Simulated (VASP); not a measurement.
Here is the system:

```xyz
2
Lattice="1.3825 -2.3946 0.0000 1.3825 2.3946 0.0000 0.0000 0.0000 4.4726" Properties=species:S:1:pos:R:3 pbc="T T T"
Re     1.3825     0.7982     1.1182
Re     1.3825    -0.7982     3.3545
```

Method: optB86b-vdW, VASP's PBE PAW potentials (set 64) (plane waves; VASP). Run with 520 eV cut-off, Gaussian smearing of 0.050 eV, potentials Re.

Give the energies of bands 1 to 10 at the high-symmetry points, in eV from the Fermi level.

| band | Γ | M | K | A | L | H |
|---|---|---|---|---|---|---|
| 1 | -9.78 | -5.89 | -5.12 | -7.45 | -6.20 | -4.48 |
| 2 | -6.55 | -5.76 | -3.98 | -7.45 | -6.20 | -4.48 |
| 3 | -1.57 | -5.17 | -3.98 | -2.34 | -4.04 | -3.65 |
| 4 | -1.55 | -1.89 | -3.29 | -2.34 | -4.04 | -3.65 |
| 5 | -1.55 | -1.67 | -2.09 | -1.67 | 0.41 | -2.10 |
| 6 | -0.73 | -1.35 | -2.09 | -1.67 | 0.41 | -2.10 |
| 7 | -0.73 | -0.59 | -0.03 | -1.67 | 0.97 | 0.08 |
| 8 | 0.21 | 3.94 | 3.00 | -1.67 | 0.97 | 0.08 |
| 9 | 0.21 | 4.31 | 3.00 | 2.52 | 4.24 | 3.34 |
| 10 | 0.67 | 4.46 | 3.45 | 2.52 | 4.26 | 3.34 |

It has no gap at this level: it comes out as a metal or semimetal.

The compound is Re in the hcp structure. It was relaxed first.
